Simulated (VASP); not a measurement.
VASP input:

INCAR:
```
SYSTEM = Ti
PREC = Accurate; ENCUT = 500; LREAL = .FALSE.
LASPH = .TRUE.
EDIFF = 1E-6; NELM = 100; ALGO = Normal
LMAXMIX = 4; LMIXTAU = .TRUE.
ISMEAR = 1; SIGMA = 0.1
METAGGA = R2SCAN
IBRION = 2; NSW = 40; ISIF = 3
EDIFFG = -0.02; PSTRESS = 450
LWAVE = .FALSE.; LCHARG = .FALSE.
```

KPOINTS:
```
Automatic mesh
0
Gamma
15 15 9
0 0 0
```

POSCAR:
```
Ti
1
    1.3810440579    -2.3920386265     0.0000000000
    1.3810440579     2.3920386265    -0.0000000000
   -0.0000000000    -0.0000000000     4.3538301601
Ti
2
Direct
  0.3333330000   0.6666670000   0.2500000000
  0.6666670000   0.3333330000   0.7500000000
```

POTCAR, in this order: Ti_sv (PBE.64 set). Program: vasp_std.

Q: Translate this r2SCAN calculation to Ansatz.

A: One equivalent input (not run):
Ansatz 0.2 input:
```yaml
crystal:
  lattice:
    - [1.3810441, -2.3920386, 0.0000000]
    - [1.3810441, 2.3920386, 0.0000000]
    - [0.0000000, 0.0000000, 4.3538302]
  atoms:
    - { symbol: Ti, position: [0.3333330, 0.6666670, 0.2500000] }
    - { symbol: Ti, position: [0.6666670, 0.3333330, 0.7500000] }
kpoints:
  mp_grid: { grid: [15, 15, 9] }
hamiltonian:
  xc: r2scan
  pseudopotentials: { kind: paw }
scf:
  occupations: { method: methfessel_paxton, width: 0.1 }
  max_iter: 100
relax:
  max_steps: 40
  f_tol: 0.02
  cell: { p_target: 45 }
output: { forces: true, stress: true, eigenvalues: true }
```
The two are equivalent in intent, not identical: each code has its own PAW files, so the cut-off isn't converted (ENCUT is set for VASP's; basis.ecutwfc is left out, and Ansatz then takes the one that its files recommend); Ansatz stops its SCF on the density residual and VASP on the energy change (EDIFF).

The compound is Ti in the hcp structure. This run relaxes it under an external pressure of 45 GPa. Symmetry was kept, so distortions that lower it aren't found.
